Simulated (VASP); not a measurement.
Data:

```
CELL_PARAMETERS angstrom
      1.64824    -2.85484     0.00000
      1.64824     2.85484     0.00000
      0.00000     0.00000    13.09021
ATOMIC_POSITIONS crystal
  W  0.33333 0.66667 0.25000
  W  0.66667 0.33333 0.75000
  Se 0.33333 0.66667 0.87754
  Se 0.66667 0.33333 0.37754
  Se 0.66667 0.33333 0.12246
  Se 0.33333 0.66667 0.62246
```

Computed with optB88-vdW, VASP's PBE PAW potentials (set 64) (plane waves; VASP). Settings: 520 eV cut-off, 8×8×2 Γ-centred mesh, Gaussian smearing of 0.050 eV, potentials W_sv Se.

Task: The ions and cell shape at fixed volume are relaxed. Give the cell that the relaxation ends in.

Result: 
```
CELL_PARAMETERS angstrom
      1.65775    -2.87130     0.00000
      1.65775     2.87130     0.00000
      0.00000     0.00000    12.94053
ATOMIC_POSITIONS crystal
  W  0.33333 0.66667 0.25000
  W  0.66667 0.33333 0.75000
  Se 0.33333 0.66667 0.88048
  Se 0.66667 0.33333 0.38048
  Se 0.66667 0.33333 0.11952
  Se 0.33333 0.66667 0.61952
```
Space group P6_3/mmc (194), at a tolerance of 0.03 Å.

Task: How much energy does the relaxation gain?

Result: The energy (σ→0) changes by -5.9 meV/atom, in 5 ionic steps.

```tsv
step	E(σ→0) (eV)	max force (eV/Å)	pressure (GPa)	volume (Å³)
1	-29.9493	0.506	4.39	123.19
2	-29.9729	0.015	2.27	123.19
3	-29.9730	0.044	2.39	123.19
4	-29.9818	0.026	1.92	123.19
5	-29.9847	0.006	1.47	123.19
```

The compound is WSe2 in the 2H layered structure. This cell is one point of a volume scan, at 0.97 of the reference volume. Symmetry was kept, so distortions that lower it aren't found.
